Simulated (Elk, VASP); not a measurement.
An input for Elk (PBE+U, all-electron FP-LAPW, Elk's shipped species files, APW+lo basis with extra local orbitals):

```
tasks
  0

xctype
  20

spinpol
  .true.

reducebf
  0.7

rgkmax
  7.5

gmaxvr
  14.0

nxlo
  2

lorbcnd
  .true.

lmaxi
  2

nempty
  12

swidth
  0.000734986

maxscl
  100

dft+u
  1 1
  1 3  0.036749  0.000000

avec
    0.0000000000    5.6408324820    5.6408324820
    5.6408324820    0.0000000000    5.6408324820
    5.6408324820    5.6408324820    0.0000000000

sppath
  './'

atoms
  2
  'Eu.in'
  1
  0.0066420000  -0.0049770000  0.0028790000    0.0 0.0 -3.5
  'S.in'
  1
  0.4933580000  0.5049770000  0.4971210000    0.0 0.0 0.0

ngridk
  4 4 4
```

Problem. Write the VASP files for the same calculation.

Solution. One set of files that does it:

**POSCAR**
```
EuS
1
    0.0000000000     2.9850000000     2.9850000000
    2.9850000000     0.0000000000     2.9850000000
    2.9850000000     2.9850000000     0.0000000000
Eu S
1 1
Direct
  0.0066420000  -0.0049770000   0.0028790000
  0.4933580000   0.5049770000   0.4971210000
```

File KPOINTS:
```
Regular mesh
0
gamma
4 4 4
```

### INCAR
```
! general
SYSTEM    =  EuS
PREC      =  Accurate
ENCUT     =  300   ! plane-wave cut-off (eV)
LREAL     =  .FALSE.   ! projection in real space or not
LASPH     =  .TRUE.   ! aspherical one-centre terms

! electronic loop
EDIFF     =  1E-6   ! SCF stop (eV)
NELM      =  100   ! most electronic steps
ALGO      =  Normal   ! blocked Davidson
LMAXMIX   =  6

! smearing
ISMEAR    =  -1   ! Fermi-Dirac
SIGMA     =  0.02

! functional
GGA       =  PE   ! PBE

! spin
ISPIN     =  2
MAGMOM    =  7.0 0.0

! DFT+U
LDAU      =  .TRUE.
LDAUTYPE  =  2   ! Dudarev
LDAUL     =  3 -1
LDAUU     =  1.0 0
LDAUJ     =  0 0

! ions
ISIF      =  2

! output
LWAVE     =  .FALSE.
LCHARG    =  .FALSE.
LORBIT    =  11   ! lm-projected
```

POTCAR, in this order: Eu S (PBE.64 set). Program: vasp_std.

Both inputs were run and reached self-consistency, which says nothing on mesh or cut-off. Potentials, basis and cut-offs are each code's own, so they don't translate, and total energies aren't comparable.

VASP also gives the stress here, which the Elk input doesn't ask for.

The structure is a typed EuS crystal. The cell was not relaxed at this level, atoms are displaced from their ideal sites, and it may have been scaled.
